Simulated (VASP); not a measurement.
A convergence study with VASP on TiS2 (1T layered): one setting is varied, all else stays as given below, so the limit is that of these other settings.

```xyz
3
Lattice="1.7050 -2.9531 0.0000 1.7050 2.9531 0.0000 0.0000 0.0000 5.7000" Properties=species:S:1:pos:R:3 pbc="T T T"
Ti     0.0000     0.0000     0.0000
S      1.7050     0.9844     1.4250
S      1.7050    -0.9844     4.2750
```

The numbers are results of PBE GGA, VASP's PBE PAW potentials (set 64) (plane waves; VASP), not measurements. The tightest run used: 550 eV cut-off, 20×20×10 Γ-centred mesh, first-order Methfessel-Paxton smearing of 0.10 eV, potentials Ti_sv S.

**Question.** The settings run are 1×1×1 mesh; 2×2×1 mesh; 3×3×2 mesh; 4×4×2 mesh; 5×5×2 mesh; 6×6×3 mesh; 7×7×4 mesh; 8×8×4 mesh; 10×10×5 mesh; 11×11×6 mesh; 12×12×6 mesh; 13×13×6 mesh; 14×14×7 mesh; 15×15×8 mesh; 16×16×8 mesh; 17×17×8 mesh; 18×18×9 mesh; 19×19×10 mesh; 20×20×10 mesh. From which on does the stress (every component) stay within 0.5 GPa of the tightest run?

**Answer.** From 4×4×2 mesh on: it is off by 0.36 there and by no more than 0.5 in any finer run, while 3×3×2 mesh is off by 2.38.
```json
[
 {"setting": "1×1×1 mesh", "E (eV/atom)": "-2.9137", "pressure (GPa)": "38.34", "irreducible k-points": "1", "difference judged (GPa)": "53.58"},
 {"setting": "2×2×1 mesh", "E (eV/atom)": "-6.2245", "pressure (GPa)": "4.14", "irreducible k-points": "2", "difference judged (GPa)": "7.25"},
 {"setting": "3×3×2 mesh", "E (eV/atom)": "-6.5342", "pressure (GPa)": "1.86", "irreducible k-points": "6", "difference judged (GPa)": "2.38"},
 {"setting": "4×4×2 mesh", "E (eV/atom)": "-6.6006", "pressure (GPa)": "0.55", "irreducible k-points": "8", "difference judged (GPa)": "0.36"},
 {"setting": "5×5×2 mesh", "E (eV/atom)": "-6.6198", "pressure (GPa)": "0.66", "irreducible k-points": "10", "difference judged (GPa)": "0.24"},
 {"setting": "6×6×3 mesh", "E (eV/atom)": "-6.6332", "pressure (GPa)": "0.56", "irreducible k-points": "17", "difference judged (GPa)": "0.15"},
 {"setting": "7×7×4 mesh", "E (eV/atom)": "-6.6386", "pressure (GPa)": "0.44", "irreducible k-points": "28", "difference judged (GPa)": "0.15"},
 {"setting": "8×8×4 mesh", "E (eV/atom)": "-6.6410", "pressure (GPa)": "0.42", "irreducible k-points": "35", "difference judged (GPa)": "0.11"},
 {"setting": "10×10×5 mesh", "E (eV/atom)": "-6.6425", "pressure (GPa)": "0.38", "irreducible k-points": "58", "difference judged (GPa)": "0.10"},
 {"setting": "11×11×6 mesh", "E (eV/atom)": "-6.6428", "pressure (GPa)": "0.39", "irreducible k-points": "84", "difference judged (GPa)": "0.09"},
 {"setting": "12×12×6 mesh", "E (eV/atom)": "-6.6430", "pressure (GPa)": "0.40", "irreducible k-points": "100", "difference judged (GPa)": "0.07"},
 {"setting": "13×13×6 mesh", "E (eV/atom)": "-6.6430", "pressure (GPa)": "0.40", "irreducible k-points": "112", "difference judged (GPa)": "0.06"},
 {"setting": "14×14×7 mesh", "E (eV/atom)": "-6.6431", "pressure (GPa)": "0.41", "irreducible k-points": "144", "difference judged (GPa)": "0.05"},
 {"setting": "15×15×8 mesh", "E (eV/atom)": "-6.6431", "pressure (GPa)": "0.41", "irreducible k-points": "192", "difference judged (GPa)": "0.04"},
 {"setting": "16×16×8 mesh", "E (eV/atom)": "-6.6431", "pressure (GPa)": "0.42", "irreducible k-points": "213", "difference judged (GPa)": "0.03"},
 {"setting": "17×17×8 mesh", "E (eV/atom)": "-6.6431", "pressure (GPa)": "0.42", "irreducible k-points": "237", "difference judged (GPa)": "0.02"},
 {"setting": "18×18×9 mesh", "E (eV/atom)": "-6.6431", "pressure (GPa)": "0.42", "irreducible k-points": "293", "difference judged (GPa)": "0.01"},
 {"setting": "19×19×10 mesh", "E (eV/atom)": "-6.6431", "pressure (GPa)": "0.43", "irreducible k-points": "360", "difference judged (GPa)": "0.01"},
 {"setting": "20×20×10 mesh", "E (eV/atom)": "-6.6431", "pressure (GPa)": "0.43", "irreducible k-points": "396", "difference judged (GPa)": "0.00"}
]
```

Left out are rungs that failed or repeat a setting and relaxations that didn't move; long series are thinned to 24 rows.

The compound is TiS2 in the 1T layered structure. The cell was not relaxed at this level.
